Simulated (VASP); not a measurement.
# KTi2S2 (I4/mmm) in VASP: notebook

Runs on KTi2S2. Level: PBE. Tasks: relaxation of cell and atoms, single point.

Everything below comes from runs of VASP 6.6.1. Logs are shortened: lines on timing, memory, paths and dates and some standing lists are left out, and cuts for length are marked.

## 1. Starting point

Symmetry: I4/mmm, No. 139, tetragonal system. The conventional cell has a = 3.895 Å, b = 3.895 Å, c = 13.180 Å, α = 90.00°, β = 90.00°, γ = 90.00°. S (site symmetry 4mm) is surrounded by 4 Ti at 2.43 Å. K (site symmetry 4/mmm) is surrounded by 8 S at 3.31 Å. Around Ti (site symmetry -4m2) lie 4 S at 2.43 Å and 4 Ti at 2.75 Å.

The cell was built by a generator and needn't be a form met in nature.

## 2. Relaxation of cell and atoms, PBE, target pressure 5 GPa, at which the enthalpy is minimised

Input file INCAR:

```
SYSTEM = KTi2S2
  PREC = Accurate
  ENCUT = 600
  EDIFF = 1E-7
  ISMEAR = -1
  SIGMA = 0.1
  LREAL = .False.
  LASPH = .True.
  NELM = 60
  ALGO = Fast
  ISIF = 3
  LWAVE = .False.
  LCHARG = .False.
  GGA = PE
  IBRION = 2
  NSW = 100
  EDIFFG = -0.03
  PSTRESS = 50.0
```

Input file KPOINTS:

```
Automatic mesh
0
Gamma
  7 7 7
  0 0 0
```

Input file POSCAR:

```
KTi2S2
1.0
    0.0000000000      3.8947230000      0.0000000000
    3.8947230000      0.0000000000      0.0000000000
    1.9473610000      1.9473610000     -6.5900030000
S K Ti
2 1 2
Direct
    0.3600000000      0.3600000000      0.2800000000
    0.6400000000      0.6400000000      0.7200000000
    0.0000000000      0.0000000000      0.0000000000
    0.7500000000      0.2500000000      0.5000000000
    0.2500000000      0.7500000000      0.5000000000
```

Potentials or basis: VASP PAW PBE potentials, release 64 (S, K_sv, Ti_sv).

The run is started by

```
$ cat potpaw_PBE.64/S/POTCAR potpaw_PBE.64/K_sv/POTCAR potpaw_PBE.64/Ti_sv/POTCAR > POTCAR
$ mpirun -np 1 vasp_std > vasp.out
```

OUTCAR:

```text
SYSTEM = KTi2S2
   PREC = Accurate
   ENCUT = 600
   EDIFF = 1E-7
   ISMEAR = -1
   LREAL = .False.
   LASPH = .True.
   NELM = 60
   ISIF = 3
   GGA = PE
   IBRION = 2
   NSW = 100
   EDIFFG = -0.03
   PSTRESS = 50.0

 ion  position               nearest neighbor table
   1  0.360  0.360  0.280-   4 2.43   5 2.43   5 2.43   4 2.43
   2  0.640  0.640  0.720-   4 2.43   5 2.43   5 2.43   4 2.43
   3  0.000  0.000  0.000-
   4  0.750  0.250  0.500-   1 2.43   2 2.43   1 2.43   2 2.43   5 2.75   5 2.75   5 2.75   5 2.75

   5  0.250  0.750  0.500-   1 2.43   2 2.43   1 2.43   2 2.43   4 2.75   4 2.75   4 2.75   4 2.75

  LATTYP: Found a body centered tetragonal cell.
 ALAT       =     3.8947230000
 C/A-ratio  =     3.3840676218

  Lattice vectors:

 A1 = (  -1.9473610000,   1.9473620000,   6.5900030000)
 A2 = (   1.9473620000,  -1.9473610000,   6.5900030000)
 A3 = (   1.9473610000,   1.9473610000,  -6.5900030000)

Analysis of symmetry for initial positions (statically):
=====================================================================
 Subroutine PRICEL returns:
 Original cell was already a primitive cell.

 Routine SETGRP: Setting up the symmetry group for a
 body centered tetragonal supercell.

 Subroutine GETGRP returns: Found 16 space group operations
 (whereof 16 operations were pure point group operations)
 out of a pool of 16 trial point group operations.

The static configuration has the point symmetry D_4h.

Analysis of symmetry for dynamics (positions and initial velocities):
=====================================================================
 Subroutine PRICEL returns:
 Original cell was already a primitive cell.

 Routine SETGRP: Setting up the symmetry group for a
 body centered tetragonal supercell.

 Subroutine GETGRP returns: Found 16 space group operations
 (whereof 16 operations were pure point group operations)
 out of a pool of 16 trial point group operations.

The dynamic configuration has the point symmetry D_4h.

 Subroutine INISYM returns: Found 16 space group operations
 (whereof 16 operations are pure point group operations),
 and found     1 'primitive' translations

----------------------------------------------------------------------------------------

                                     Primitive cell

  volume of cell :      99.9629

  direct lattice vectors                    reciprocal lattice vectors
     0.000000000  3.894723000  0.000000000     0.000000000  0.256757669  0.075872480
     3.894723000  0.000000000  0.000000000     0.256757669  0.000000000  0.075872480
     1.947361000  1.947361000 -6.590003000     0.000000000  0.000000000 -0.151744999

  length of vectors
     3.894723000  3.894723000  7.142308399     0.267733326  0.267733326  0.151744999

  position of ions in fractional coordinates (direct lattice)
     0.360000000  0.360000000  0.280000000
     0.640000000  0.640000000  0.720000000
[... 72 lines left out ...]
   NGXF,Y,Z  is equivalent  to a cutoff of  27.32, 27.32, 27.93 a.u.
 SYSTEM =  KTi2S2
   PREC   = accura    normal or accurate (medium, high low for compatibility)
   ISTART =      0    job   : 0-new  1-cont  2-samecut
   ICHARG =      2    charge: 1-file 2-atom 10-const
   ISPIN  =      1    spin polarized calculation?
   LNONCOLLINEAR =      F non collinear calculations
   LSORBIT =      F    spin-orbit coupling
   LASPH  =      T    aspherical Exc in radial PAW
   ENCUT  =  600.0 eV  44.10 Ry    6.64 a.u.   7.78  7.78 14.26*2*pi/ulx,y,z
   NELM   =     60;   NELMIN=  2; NELMDL= -5     # of ELM steps
   EDIFF  = 0.1E-06   stopping-criterion for ELM
   LREAL  =      F    real-space projection
   EDIFFG = -.3E-01   stopping-criterion for IOM
   NSW    =    100    number of steps for IOM
   IBRION =      2    ionic relax: 0-MD 1-quasi-New 2-CG
   NFREE  =      1    steps in history (QN), initial steepest desc. (CG)
   ISIF   =      3    stress and relaxation
   ISYM   =      2    0-nonsym 1-usesym 2-fastsym
   POTIM  = 0.5000    time-step for ionic-motion
   TEBEG  =    0.0;   TEEND  =   0.0 temperature during run
   PSTRESS=   50.0 pullay stress
   NELECT =      45.0000    total number of electrons
   NUPDOWN=      -1.0000    fix difference up-down
   EMIN   =  10.00;   EMAX   =-10.00  energy-range for DOS
   EFERMI =   0.00;   METHOD = LEGACY
   ISMEAR =    -1;   SIGMA  =   0.10  broadening in eV -4-tet -1-fermi 0-gaus
   EFERMI_NEDOS =   21; number of points for ismear=-14 and -15
   IALGO  =     68    algorithm
   IMIX   =      4    mixing-type and parameters
     AMIX     =   0.40;   BMIX     =  1.00
     AMIX_MAG =   1.60;   BMIX_MAG =  1.00
  volume/ion in A,a.u.               =      19.99       134.92
  Fermi-wavevector in a.u.,A,eV,Ry     =   1.254679  2.371000 21.418567  1.574220
  Thomas-Fermi vector in A             =   2.388473
   LORBIT       =      0    0 simple, 1 ext, 2 COOP (PROOUT), +10 PAW based schemes
   GGA     = PE    functional components
   LHFCALC =     F    Hartree Fock is set to
   AEXX    =    0.0000 exact exchange contribution
   IVDW    =     0    specifies the selected vdW correction
   LEPSILON=     F    determine dielectric tensor
   LRPA    =     F    only Hartree local field effects (RPA)
 conjugate gradient relaxation of ions
 non-spin polarized calculation
 RMM-DIIS sequential band-by-band and
  energy-cutoff  :      600.00
  volume of cell :       99.96
 maximum number of plane-waves:      3360
   NGX = 15   NGY = 15   NGZ = 29

--------------------------------------- Ionic step        1  -------------------------------------------

 number of electron      44.9999995 magnetization

 Free energy of the ion-electron system (eV)
  ---------------------------------------------------
  ext. energy  EPLUGINS =         0.00000000
  ---------------------------------------------------
  free energy    TOTEN  =       -30.45112100 eV

  energy without entropy =      -30.32616156  energy(sigma->0) =      -30.38864128

 E-fermi :   6.0793     XC(G=0):  -9.9133

 val. band max:        6.0564234193   @ k =  -0.2857  -0.2857   0.1429
 cond. band min:       6.1123245392   @ k =  -0.2857   0.1429   0.0000
 fundamental gap:      0.0559011199
 Fermi energy:         6.0792535879

 k-point     1 :       0.0000    0.0000    0.0000
  band No.  band energies     occupation
      1     -50.6998      2.00000
      2     -50.5414      2.00000
      3     -27.1840      2.00000
      4     -27.1460      2.00000
      5     -27.1460      2.00000
      6     -27.0141      2.00000
[... 956 lines left out ...]
--------------------------------------- Ionic step        7  -------------------------------------------

 number of electron      45.0000005 magnetization

 Free energy of the ion-electron system (eV)
  ---------------------------------------------------
  ext. energy  EPLUGINS =         0.00000000
  ---------------------------------------------------
  free energy    TOTEN  =       -30.38242222 eV

  energy without entropy =      -30.24754366  energy(sigma->0) =      -30.31498294

 E-fermi :   6.2419     XC(G=0): -10.1253

 val. band max:        6.2349873809   @ k =   0.2857   0.0000   0.1429
 cond. band min:       6.2673492394   @ k =   0.4286   0.0000   0.1429
 fundamental gap:      0.0323618585
 Fermi energy:         6.2418722148

 k-point     1 :       0.0000    0.0000    0.0000
  band No.  band energies     occupation
      1     -50.4384      2.00000
      2     -50.2435      2.00000
      3     -26.9173      2.00000
      4     -26.9173      2.00000
      5     -26.9068      2.00000
      6     -26.7067      2.00000
[... 747 lines left out ...]
  energy  without entropy=      -30.2475436556  energy(sigma->0) =      -30.31498294

  enthalpy is  TOTEN    =       -27.3791619314 eV   P V=        3.0032602898

 reached required accuracy - stopping structural energy minimisation
```

It took 62 min on 1 thread of AMD EPYC 7R43 (Zen 3), shared host; peak memory 0.29 GiB.

What came out:

* Free energy: -30.3824 eV
* Relaxed volume: 19.25 Å³/atom
* Relaxed cell: a = 3.819 Å, b = 3.819 Å, c = 7.128 Å, α = 74.46°, β = 74.46°, γ = 90.00°
* Space group after relaxing (to 0.05 Å): I4/mmm (No. 139)
* Energy change on relaxing (the enthalpy is what falls): +13.7 meV/atom
* Ionic steps: 7
* Pressure after relaxing: 5.0 GPa
* Largest force after relaxing: 0.016 eV/Å
* Band gap on the k mesh: none (metal or under the smearing width)

Forces on the atoms (eV/Å):
```
S    0.000  0.000  0.016
S    0.000  0.000 -0.016
K    0.000  0.000  0.000
Ti   0.000  0.000  0.000
Ti   0.000  0.000  0.000
```

Step by step:
| step | energy change (eV) | largest force (eV/Å) | pressure (GPa) | volume (Å³) |
| --- | --- | --- | --- | --- |
| 1 | 0.0000 | 0.3225 | 3.52 | 99.96 |
| 2 | 0.0597 | 0.4581 | 5.65 | 97.31 |
| 3 | 0.0713 | 0.4789 | 5.95 | 96.92 |
| 4 | 0.0633 | 0.2526 | 5.45 | 96.61 |
| 5 | 0.0675 | 0.0098 | 4.96 | 96.29 |
| 6 | 0.0669 | 0.0196 | 4.96 | 96.30 |
| 7 | 0.0687 | 0.0155 | 4.97 | 96.24 |

Final structure:
```yaml
crystal:
  lattice:
    - [0.00000, 3.81939, 0.00000]
    - [3.81939, 0.00000, 0.00000]
    - [1.90969, 1.90969, -6.59699]
  atoms:
    - { symbol: S, position: [0.36523, 0.36523, 0.26954] }
    - { symbol: S, position: [0.63477, 0.63477, 0.73046] }
    - { symbol: K, position: [0.00000, 0.00000, 0.00000] }
    - { symbol: Ti, position: [0.75000, 0.25000, 0.50000] }
    - { symbol: Ti, position: [0.25000, 0.75000, 0.50000] }
```

Caveat: the cell is relaxed towards a set pressure, so the enthalpy falls and the energy may rise.

## 3. Single point, PBE

This run uses another cell than the first one, of 19.19 Å³/atom, 0.960 times its volume.

Input file INCAR:

```
SYSTEM = KTi2S2
ALGO     = Normal         ! electronic algorithm
EDIFF    = 1E-7           ! SCF threshold, eV
ENCUT    = 520            ! plane-wave cutoff, eV
GGA      = PE             ! functional
ISIF     = 2              ! what is computed and relaxed
ISMEAR   = -1             ! smearing method
LASPH    = .TRUE.         ! aspherical terms in the spheres
LCHARG   = .TRUE.         ! write CHGCAR
LELF     = .TRUE.         ! ELF
LREAL    = .FALSE.        ! projectors in reciprocal space
LVHAR    = .TRUE.       
LWAVE    = .FALSE.        ! write WAVECAR
NBANDS   = 30             ! bands
NELM     = 60             ! most SCF steps
PREC     = Accurate       ! precision mode
SIGMA    = 0.1            ! smearing width, eV
```

Input file KPOINTS:

```
k-points
0
G
  7 7 7
  0 0 0
```

Input file POSCAR:

```
KTi2S2
1.0
    0.0000000000      3.8230169127     -0.0000001450
    3.8230169127      0.0000000000     -0.0000001450
    1.9115082073      1.9115082073     -6.5659222989
S K Ti
2 1 2
Direct
    0.3654977921      0.3654977921      0.2690044159
    0.6345022079      0.6345022079      0.7309955841
    0.0000000000      0.0000000000      0.0000000000
    0.7500000000      0.2500000000      0.5000000000
    0.2500000000      0.7500000000      0.5000000000
```

Potentials or basis: VASP PAW PBE potentials, release 64 (S, K_sv, Ti_sv).

The run is started by

```
$ cat potpaw_PBE.64/S/POTCAR potpaw_PBE.64/K_sv/POTCAR potpaw_PBE.64/Ti_sv/POTCAR > POTCAR
$ mpirun -np 1 vasp_std > vasp.out
```

Run time: 3.5 min. Hardware: 1 thread of AMD EPYC 7R43 (Zen 3), shared host; peak memory 0.21 GiB.

The run converged. Its results:

* Free energy: -30.3726 eV
* Pressure: 5.1 GPa
* Largest force: 0.009 eV/Å
* Band gap on the k mesh: none (metal or under the smearing width)

Forces in eV/Å, atoms in the order of the input:
```
S    0.000  0.000  0.009
S    0.000  0.000 -0.009
K    0.000  0.000  0.000
Ti   0.000  0.000  0.000
Ti   0.000  0.000  0.000
```

Levels at points of the mesh, in eV from the Fermi level:
| k point | band 19 | band 20 | band 21 | band 22 | band 23 | band 24 | band 25 | band 26 |
| --- | --- | --- | --- | --- | --- | --- | --- | --- |
| (0.00, 0.00, 0.00) | -3.44 | -3.44 | -1.36 | -0.14 | 0.60 | 1.07 | 1.28 | 2.50 |
